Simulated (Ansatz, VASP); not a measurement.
## Cross-check of NbB2 between VASP and Ansatz

Wanted: the spread between two codes on one cell, functional and k mesh. The cell is taken from a series of runs on this material, whose earlier steps may have relaxed, scaled, displaced or heated it; both programs get it as it stands.

Main program and level: Ansatz 0.2.0; plane waves, with VASP 6.6.1 beside it; relaxation of cell and atoms at PBEsol and zone-centre phonons at PBEsol.

**1. The structure**

The structure is hexagonal, space group P6/mmm (No. 191). Conventional cell: a = 3.096 Å, b = 3.096 Å, c = 3.289 Å, α = 90.00°, β = 90.00°, γ = 120.00°. Nb has 12 B at 2.43 Å nearest. Nearest to B lie 3 B at 1.79 Å and 6 Nb at 2.43 Å. Farther neighbours are not listed.

Coordinates:

```cif
data_structure
_symmetry_space_group_name_H-M 'P 1'
_symmetry_Int_Tables_number 1
_cell_length_a 3.0955
_cell_length_b 3.0955
_cell_length_c 3.2890
_cell_angle_alpha 90.000
_cell_angle_beta 90.000
_cell_angle_gamma 120.000
_cell_volume 27.29
loop_
_atom_site_label
_atom_site_type_symbol
_atom_site_fract_x
_atom_site_fract_y
_atom_site_fract_z
_atom_site_occupancy
Nb1 Nb 0.00000 0.00000 0.00000 1
B2 B 0.33333 0.66667 0.50000 1
B3 B 0.66667 0.33333 0.50000 1
```

**2. VASP: relaxation of cell and atoms, PBEsol**

The relaxed volume is the usual yardstick between codes: in a stiff, nearly cubic crystal its relative difference is about their pressure difference at one cell divided by the bulk modulus.

Lines of VASP's logs that name or quote its potential files are left out, and so is its time.

The input, INCAR:

```
SYSTEM = NbB2
PREC = Accurate
ENCUT = 500
EDIFF = 1E-07
NELM = 120
ISMEAR = 1
SIGMA = 0.2
LREAL = .FALSE.
ALGO = Normal
GGA = PS
NBANDS = 15
LASPH = .TRUE.
LORBIT = 11
LWAVE = .FALSE.
LCHARG = .FALSE.
ISIF = 3
IBRION = 2
NSW = 80
EDIFFG = -0.005
GGA_COMPAT = .FALSE.
NELMIN = 4
KPAR = 2
```

The input, POSCAR:

```
NbB2
1.0
    3.0955480000      0.0000000000      0.0000000000
   -1.5477740000      2.6808230000      0.0000000000
    0.0000000000      0.0000000000      3.2889750000
Nb B
1 2
Direct
    0.0000000000      0.0000000000      0.0000000000
    0.3333332712      0.6666665423      0.5000001520
    0.6666667288      0.3333334577      0.5000001520
```

The input, KPOINTS:

```
Automatic mesh
0
Gamma
18 18 16
0 0 0
```

Potentials, in the order of the species: Nb_sv and B (PBE family, release 64).

Command:

```
> mpirun -np 2 vasp_std
```

Numbers of over 12 decimals in the logs are rounded to 6 here.

Log:

```text
[banner, memory and clock lines left out]
running    2 mpi-ranks, on    1 nodes
 distrk:  each k-point on    1 cores,    2 groups
 distr:  one band on    1 cores,    1 groups

 POSCAR found type information on POSCAR NbB
 POSCAR found :  2 types and       3 ions
|                                                                             |
|               ----> ADVICE to this user running VASP <----                  |
|                                                                             |
|     You enforced a specific xc type in the INCAR file but a different       |
|     [... a line on the potential file left out ...]
|     I HOPE YOU KNOW WHAT YOU ARE DOING!                                     |
|                                                                             |

 LDA part: xc-table for (Slater+PW92), standard interpolation
 POSCAR, INCAR and KPOINTS ok, starting setup
 FFT: planning ... GRIDC
 FFT: planning ... GRID_SOFT
 FFT: planning ... GRID
 WAVECAR not read
 entering main loop
       N       E                     dE             d eps       ncg     rms          rms(c)
DAV:   1     0.134193943728E+03    0.13419E+03   -0.97911E+03  9990   0.121E+03
DAV:   2    -0.241179504686E+02   -0.15831E+03   -0.15373E+03 12013   0.410E+02
DAV:   3    -0.303820769089E+02   -0.62641E+01   -0.61057E+01 16061   0.689E+01
DAV:   4    -0.306268254308E+02   -0.24475E+00   -0.24440E+00 13275   0.126E+01
DAV:   5    -0.306325511856E+02   -0.57258E-02   -0.57242E-02 16308   0.176E+00    0.121E+01
DAV:   6    -0.273872188018E+02    0.32453E+01   -0.12780E+01 16456   0.278E+01    0.302E+00
DAV:   7    -0.274076937060E+02   -0.20475E-01   -0.44816E-01 11943   0.594E+00    0.197E+00
DAV:   8    -0.274063860076E+02    0.13077E-02   -0.63278E-02 18459   0.215E+00    0.311E-01
DAV:   9    -0.274059123875E+02    0.47362E-03   -0.56779E-03 15058   0.715E-01    0.116E-01
DAV:  10    -0.274057825273E+02    0.12986E-03   -0.71715E-04 13607   0.266E-01    0.243E-02
DAV:  11    -0.274057823075E+02    0.21974E-06   -0.38953E-05 14426   0.719E-02    0.139E-02
DAV:  12    -0.274057813865E+02    0.92102E-06   -0.20750E-06 16303   0.114E-02    0.247E-03
DAV:  13    -0.274057814744E+02   -0.87881E-07   -0.28951E-07 10938   0.599E-03
   1 F= -.27405781E+02 E0= -.27405959E+02  d E =-.274058E+02
[...]
2 F= -.27405795E+02 E0= -.27405961E+02  d E =-.137378E-04
[...]
3 F= -.27405809E+02 E0= -.27405980E+02  d E =-.276701E-04
 curvature:  -0.29 expect dE=-0.665E-05 dE for cont linesearch -0.184E-08
 trial: gam= 0.25126 g(F)=  0.768E-43 g(S)=  0.228E-04 ort =-0.770E-06 (trialstep = 0.917E+00)
 search vector abs. value=  0.284E-04
 bond charge predicted
       N       E                     dE             d eps       ncg     rms          rms(c)
DAV:   1    -0.274058615822E+02   -0.52480E-04   -0.22681E-03 11796   0.516E-01    0.406E-02
DAV:   2    -0.274058269158E+02    0.34666E-04   -0.11925E-04 13448   0.113E-01    0.183E-02
DAV:   3    -0.274058181058E+02    0.88099E-05   -0.23778E-05 15483   0.410E-02    0.594E-03
DAV:   4    -0.274058178247E+02    0.28112E-06   -0.16509E-06 17057   0.952E-03    0.311E-03
DAV:   5    -0.274058176395E+02    0.18517E-06   -0.12450E-07 10545   0.305E-03    0.656E-04
DAV:   6    -0.274058176033E+02    0.36280E-07   -0.32594E-08  6248   0.175E-03
   4 F= -.27405818E+02 E0= -.27405980E+02  d E =-.845877E-05
 trial-energy change:   -0.000008  1 .order   -0.000009   -0.000021    0.000003
 step:   0.7949(harm=  0.7949)  dis= 0.00000  next Energy=   -27.405818 (dE=-0.900E-05)
 reached required accuracy - stopping structural energy minimisation
```

From OUTCAR (step 2):

```text
ion  position               nearest neighbor table
   1  0.000  0.000  0.000-   2 2.43   3 2.43   3 2.43   2 2.43   2 2.43   3 2.43   2 2.43   3 2.43
                             2 2.43   3 2.43   2 2.43   3 2.43
   2  0.333  0.667  0.500-   3 1.79   3 1.79   3 1.79   1 2.43   1 2.43   1 2.43   1 2.43   1 2.43
                             1 2.43
   3  0.667  0.333  0.500-   2 1.79   2 1.79   2 1.79   1 2.43   1 2.43   1 2.43   1 2.43   1 2.43
                             1 2.43

  LATTYP: Found a hexagonal cell.
 ALAT       =     3.0955480000
 C/A-ratio  =     1.0624855438

 Subroutine GETGRP returns: Found 24 space group operations
 (whereof 24 operations were pure point group operations)

The static configuration has the point symmetry D_6h.

 Found    333 irreducible k-points:

   k-points           NKPTS =    333   k-points in BZ     NKDIM =    333   number of bands    NBANDS=     15

   dimension x,y,z NGX =    24 NGY =   24 NGZ =   24
   dimension x,y,z NGXF=    48 NGYF=   48 NGZF=   48

   ENCUT  =  500.0 eV  36.75 Ry    6.06 a.u.   5.64  5.64  6.00*2*pi/ulx,y,z

   NELECT =      19.0000    total number of electrons

 k-points in reciprocal lattice and weights: Automatic mesh
   0.00000000  0.00000000  0.00000000       0.000
   0.05555556  0.00000000  0.00000000       0.001
   0.11111111  0.00000000  0.00000000       0.001
   0.16666667  0.00000000  0.00000000       0.001
   0.22222222  0.00000000  0.00000000       0.001
   0.27777778  0.00000000  0.00000000       0.001
   0.33333333  0.00000000  0.00000000       0.001
   0.38888889  0.00000000  0.00000000       0.001
   0.44444444  0.00000000  0.00000000       0.001
[...]
0.33333333  0.27777778  0.50000000       0.002
   0.33333333  0.33333333  0.50000000       0.000

 average (electrostatic) potential at core
       1 -76.4792       2 -20.8034       3 -20.8034

 E-fermi :  12.6872

 k-point     1 :       0.0000    0.0000    0.0000
  band No.  band energies     occupation
    ...
      5      -1.7098      2.00000
      6       8.2233      2.00000
      7       8.2233      2.00000
      8       8.2885      2.00000
      9       9.5544      2.00000
     10      13.9243     -0.00000
     11      13.9243     -0.00000
     12      15.9016     -0.00000
     13      15.9016     -0.00000
     14      16.8978      0.00000
    ...

 k-point     2 :       0.0556    0.0000    0.0000
  band No.  band energies     occupation
    ...
      5      -1.6453      2.00000
      6       8.0586      2.00000
      7       8.2440      2.00000
      8       8.3379      2.00000
      9       9.4385      2.00000
     10      13.8920     -0.00000
     11      14.0918     -0.00000
     12      15.3949     -0.00000
     13      15.4927     -0.00000
     14      17.2074      0.00000
    ...

 k-point     3 :       0.1111    0.0000    0.0000
  band No.  band energies     occupation
    ...
      5      -1.4550      2.00000
      6       7.6140      2.00000
      7       8.2982      2.00000
      8       8.4706      2.00000
      9       9.1449      2.00000
     10      13.8006     -0.00000
     11      14.5168     -0.00000
     12      14.6272     -0.00000
     13      14.9636     -0.00000
     14      17.8770      0.00000
    ...

  Total       -0.0029512     -0.0029512      0.0030159     -0.0000000      0.0000000      0.0000000
  in kB       -0.1733590     -0.1733590      0.1771612     -0.0000000      0.0000000      0.0000000
  external PRESSURE =      -0.0565189 kB  Pullay stress =       0.0000000 kB

  energy-cutoff  :      500.00
  volume of cell :       27.27
      direct lattice vectors                 reciprocal lattice vectors
     3.096169293  0.000000000 -0.000000000     0.322979755  0.186472463 -0.000000000
    -1.548084647  2.681361055  0.000000000     0.000000000  0.372944926  0.000000000
     0.000000000 -0.000000000  3.285360728     0.000000000  0.000000000  0.304380579

 POSITION                                       TOTAL-FORCE (eV/Angst)
 -----------------------------------------------------------------------------------
      0.00000     -0.00000      0.00000         0.000000      0.000000      0.000000
      0.00000      1.78757      1.64268        -0.000000     -0.000000      0.000000
      1.54808      0.89379      1.64268         0.000000      0.000000      0.000000
 -----------------------------------------------------------------------------------
    total drift:                               -0.000000      0.000000     -0.000019

  FREE ENERGIE OF THE ION-ELECTRON SYSTEM (eV)
  ---------------------------------------------------
  free  energy   TOTEN  =       -27.4058176033 eV

  energy  without entropy=      -27.4063049436  energy(sigma->0) =      -27.40598005

 reached required accuracy - stopping structural energy minimisation

 total charge
# of ion       s       p       d       tot
------------------------------------------
    1        2.153   6.058   2.579  10.790
    2        0.665   1.302   0.000   1.967
    3        0.665   1.302   0.000   1.967
--------------------------------------------------
tot          3.483   8.662   2.579  14.725

[... 3 further parts left out ...]
```

The run keeps the 24 symmetry operations of its start, so it cannot find a distortion of lower symmetry.

**3. Ansatz: relaxation of cell and atoms, PBEsol**

Ansatz runs on its default PAW (the set named soft_2) files.

The same cell, functional, mesh and smearing now go to Ansatz, which takes its cutoff from its data sets.

The input, input.yaml:

```yaml
crystal:
  lattice:
    - [3.0955477212, 0.0, 0.0]
    - [-1.5477738606, 2.6808229652, 0.0]
    - [0.0, 0.0, 3.2889754036]
  atoms:
    - { symbol: Nb, position: [0.0, 0.0, 0.0] }
    - { symbol: B, position: [0.3333333333, 0.6666666667, 0.5] }
    - { symbol: B, position: [0.6666666667, 0.3333333333, 0.5] }
kpoints:
  mp_grid: { grid: [18, 18, 16] }
hamiltonian:
  xc: pbesol
scf:
  occupations: { method: methfessel_paxton, width: 0.2 }
output:
  forces: true
  stress: true
  eigenvalues: true
relax:
  adjacent_minimum: "off"
  f_tol: 0.001
  max_steps: 60
  cell: { stress_tol: 0.01 }
```

Command:

```
> ansatz run input.yaml --threads 4 --pin off --max-ram 14336MiB --backend cpu --events-out ev --progress --plain --runs-dir out
```

Log:

```text
Engine: ansatz 0.2.0, aarch64-unknown-linux-gnu
Pseudopotentials: kind: paw
Pseudopotential: Nb, paw, valence charge 13, recommended cutoff 420 eV (normal), Nb.paw.azcp
Pseudopotential: B, paw, valence charge 3, recommended cutoff 420 eV (normal), B.paw.azcp
Functional definition: PBEsol
  exchange = pbesol_x
  correlation = pbesol_c
Crystal: 3 atoms, lattice volume = 27.294 Å³
Basis set: ecut = 420 eV, 551 PW (Γ), exchange–correlation on 48×48×48 points (8 copies of the dense FFT grid, shifted against one another)
Bands: 14, of which v1, the nominal top of the filled ones, is band 10 counted from 1 (9 counted from 0)
Symmetry: 24 space group operations
Space group: P6/mmm (ITA 191), of the structure as read, at distance tolerance 3.0e-5 Å
k-points: 333 of 5184
Non-local potential: Nb, projectors of the file, l = 0: 3, l = 1: 2, l = 2: 2, l = 3: 1
Non-local potential: B, projectors of the file, l = 0: 2, l = 1: 2, l = 2: 1
PAW form: soft (Blöchl's): semilocal exchange-correlation on the pseudo side does not see the compensation charge
PAW frozen core: Nb, regenerated for the run's functional, and the local potential with it (the file was generated under x = pbe(κ = 0.804, μ = 0.219515), c = pbe(β = 0.066725))
PAW frozen core: B, regenerated for the run's functional, and the local potential with it (the file was generated under x = pbe(κ = 0.804, μ = 0.219515), c = pbe(β = 0.066725))
PAW one-centre angular grid: Nb, 590 points (default); XC on 64 Gauss nodes
PAW one-centre angular grid: B, 110 points (default); XC on 64 Gauss nodes
Initial density: superposition of atomic densities (neutral atoms: chi_scale 0, normalization atom), corrected by the library's trained network
Initial wavefunctions: pseudopotential atomic-orbital guess
Functional: x = pbesol(κ = 0.804, μ = 0.123457), c = pbesol(β = 0.046)
SCF iter   1: F=—  HF=-4803.156021 eV  |F-HF|=—  |Δ(HF+E_count)|=         —  Δρ=4.58e-3  dr2=7.87e-3  ethr=1.77e-3  ⟨swp⟩=5.2  Hψ=23725  notcnv=0
preconditioner: auto → none  [metal: Δε(μ)=0.006 eV  Ē_g=9.451 eV  σ=0.200 eV  W_gap=0.03  n_scr=8 (ndim 8)  ℏωp=23.6 eV  f_vac=0.000  D(μ)=0.97/eV (n_scr^D=8)  sad-step TF]
SCF iter   2: F=—  HF=-4803.154920 eV  |F-HF|=—  |Δ(HF+E_count)|=   1.10e-3  S|Δr|=    0.00e0  Δρ=3.20e-3  dr2=4.58e-3  ethr=4.14e-5  ⟨swp⟩=1.2  Hψ=7532  notcnv=0
SCF iter   3: F=—  HF=-4803.153733 eV  |F-HF|=—  |Δ(HF+E_count)|=   1.19e-3  S|Δr|=    0.00e0  Δρ=8.26e-4  dr2=1.04e-4  ethr=2.41e-5  ⟨swp⟩=2.0  Hψ=6242  notcnv=0
SCF iter   4: F=—  HF=-4803.153693 eV  |F-HF|=—  |Δ(HF+E_count)|=   3.99e-5  S|Δr|=    0.00e0  Δρ=2.03e-4  dr2=3.70e-6  ethr=5.48e-7  ⟨swp⟩=2.0  Hψ=7738  notcnv=0
SCF iter   5: F=—  HF=-4803.153696 eV  |F-HF|=—  |Δ(HF+E_count)|=   3.05e-6  S|Δr|=    0.00e0  Δρ=3.43e-5  dr2=2.27e-7  ethr=1.95e-8  ⟨swp⟩=2.0  Hψ=5999  notcnv=0
SCF iter   6: F=-4803.153696 eV  HF=-4803.153696 eV  |F-HF|=1.29e-8  |Δ(HF+E_count)|=   8.13e-8  S|Δr|=    0.00e0  Δρ=1.11e-5  dr2=1.75e-8  ethr=5.26e-10  ⟨swp⟩=4.9  Hψ=15886  notcnv=0
SCF 1 converged in 6 iterations: F = -4803.153696 eV  dr2 = 1.75e-8
  greatest PAW one-centre occupation: 0.998 electrons in one spin orbital (limit 2), on the Nb atom at site 0 (counted from 0), in its partial waves of l = 0
relax step   1: F+E_penalty+E_count = -4803.15369613 eV  Δ(F+E_penalty+E_count) = +0.000e0 eV  max|allowed force component| = 1.234e-16 eV/Å  Δτ_max = 0.0000 Å  P = -0.021 GPa  Ω = 27.294 Å³  (6 SCF iters, dr2 threshold 1.00e-7 eV, accepted)
[...]
relax step   2: F+E_penalty+E_count = -4803.15370335 eV  Δ(F+E_penalty+E_count) = -7.216e-6 eV  max|allowed force component| = 1.049e-16 eV/Å  Δτ_max = 0.0000 Å  P = +0.024 GPa  Ω = 27.289 Å³  energy of the carried Pulay correction = +5.030e-6 eV  (3 SCF iters, dr2 threshold 2.26e-8 eV, accepted)
[...]
relax step   3: F+E_penalty+E_count = -4803.15370118 eV  Δ(F+E_penalty+E_count) = +2.166e-6 eV  max|allowed force component| = 1.419e-16 eV/Å  Δτ_max = 0.0000 Å  P = +0.002 GPa  Ω = 27.291 Å³  energy of the carried Pulay correction = +2.662e-6 eV  (3 SCF iters, dr2 threshold 2.70e-9 eV, accepted)
[...]
relax step   4: F+E_penalty+E_count = -4803.15369901 eV  Δ(F+E_penalty+E_count) = +2.167e-6 eV  max|allowed force component| = 1.049e-16 eV/Å  Δτ_max = 0.0000 Å  P = +0.002 GPa  Ω = 27.291 Å³  stress off target by 2.83e-3 GPa  SCF on the basis re-selected at this cell (its energy is not comparable with the rows above)  (4 SCF iters)
basis re-selected at this cell: Δ(F+E_penalty+E_count) = +2.167e-6 eV, ΔP = -0.000 GPa vs the last step (what re-selecting the basis moved, of the pressure what is left beyond the Pulay correction that the steps carried, after the strain that the cell walked since its last selection, with what the two solves' SCF thresholds leave and, on support functions, any second-order correction that the steps lacked; it is no m [...]
SCF converged after 4 iterations
Stability not checked: this state was not tested for a lower state beside it, because cold or Methfessel-Paxton smearing, or corrected tetrahedra, fill the levels in a way that the test cannot read (fill_not_monotonic; see scf.lower_state_search)
Free energy (F): -4803.153699 eV
Harris-Foulkes:  -4803.153699 eV  (|F-HF|=2.73e-12)
Internal energy: -4803.154219 eV  (E = F + TS)
E sigma→0 (E₀):  -4803.153829 eV
Entropy (-TS):   0.000520 eV (0.173 meV/atom)
Fermi energy:    18.689623 eV
--- Per-component energies (eV) ---
  E_band       = -15.350316
  E_kinetic    = 498.622138
  E_local      = -700.846457  (includes V_loc(G=0)·N_el)
  E_nonlocal   = 142.387598
  E_hartree    = 225.668854
  E_xc         = -241.733150
  E_vxc        = -293.052455  (∫ρ·V_xc dr)
  E_paw        = -3168.502746  (= ΣΔE_a)
  E_vpaw       = -113.798844  (= ΣTr[D̂ρ^β])
  E_aug_tail   = 0.000004  (compensation charges beyond the density's cutoff)
  E_ewald      = -1558.968589
  E_core_change = 0.218131  (= ΣΔE_core)
  E_smearing   = 0.000520  (= −TS)
  E_closure    = 0.000000  (closes the sum)
  Σ components = -4803.153699   (vs F -4803.153699, Δ=0.00e0)
--- Forces (eV/Å), atoms counted from 1 ---
  atom   1  Nb     0.00000000     0.00000000     0.00000000
  atom   2  B     -0.00000000    -0.00000000     0.00000000
  atom   3  B     -0.00000000     0.00000000     0.00000000
  max |Σ_I F_I| component: 3.70e-17 eV/Å
--- Stress (GPa, compression-positive) ---
        0.002828       0.000000       0.000000
        0.000000       0.002828       0.000000
        0.000000       0.000000       0.000714
  P = ⅓ Tr σ = 0.0021 GPa (0.021 kbar)
--- Band table (eV; the first three rows and the last of 333) ---
  k-point 0: bands = [... 6 lower, 14.2355, 14.2967, 15.5547, 19.9263, 19.9263, 21.8893, 21.8893, 22.9056]
  k-point 1: bands = [... 6 lower, 14.2803, 14.2803, 15.8043, 19.6449, 19.6449, 21.7428, 21.7428, 22.9563]
  k-point 2: bands = [... 6 lower, 14.4145, 14.4145, 16.3043, 19.0539, 19.0539, 21.3346, 21.3346, 22.9439]
  k-point 332: bands = [... 6 lower, 12.4745, 14.2829, 14.2829, 20.9534, 23.3872, 23.3872, 23.8088, 23.8088]
--- Relaxed structure (3 steps of the walk, 3 accepted, 1 SCFs on fresh bases) ---
  F+E_penalty+E_count = -4803.15369901 eV   max|allowed force component| = 1.049e-16 eV/Å   (the final SCF, on the basis selected at the relaxed cell)
  cell:  # Å, volume = 27.2913 Å³
    - [3.095811, 0.0, 0.0]
    - [-1.547905, 2.681051, 0.0]
    - [0.0, 0.0, 3.288099]
  atoms:
    - { symbol: Nb, position: [0, 0.0, 0.0] }
    - { symbol: B, position: [0.333333, 0.666667, 0.500000] }
    - { symbol: B, position: [0.666667, 0.333333, 0.500000] }
```

In the SCF lines HF is the Harris–Foulkes energy and dr2 the Hartree energy of the density residual, in eV; the loop may stop once dr2 is under the threshold and the program's other checks hold. Hψ counts applications of the Hamiltonian.

**4. Side by side**

Known differences besides the potentials themselves: the cutoff is 420 eV in Ansatz and 500 eV in VASP; Ansatz makes its cores anew for this functional, VASP keeps those of its PBE data sets; Ansatz adds a Pulay correction to the stress that steers its cell, VASP none. Total energies have different zeros and are not compared.

The two programs side by side:

```csv
quantity,Ansatz,VASP,difference
volume (Å³),27.29,27.27,+0.06 %
"edge a after relaxation, in the typed setting (Å)",3.096,3.096,-0.01 %
"edge c after relaxation, in the typed setting (Å)",3.288,3.285,+0.08 %
```

[end of part 1 of 2]

[Lines on the potential files, build, host, timing and source positions are cut from VASP's logs without a mark.]

[Logs are printed without paths, hosts, clocks, repeated set-up lines and the standing remarks that a program may print on its own settings, such as how far it seeks lower states.]

[Hosts, paths, dates, database ids (printed as entryN), source tags and the programs' standing remarks are cut or masked in the printed files.]
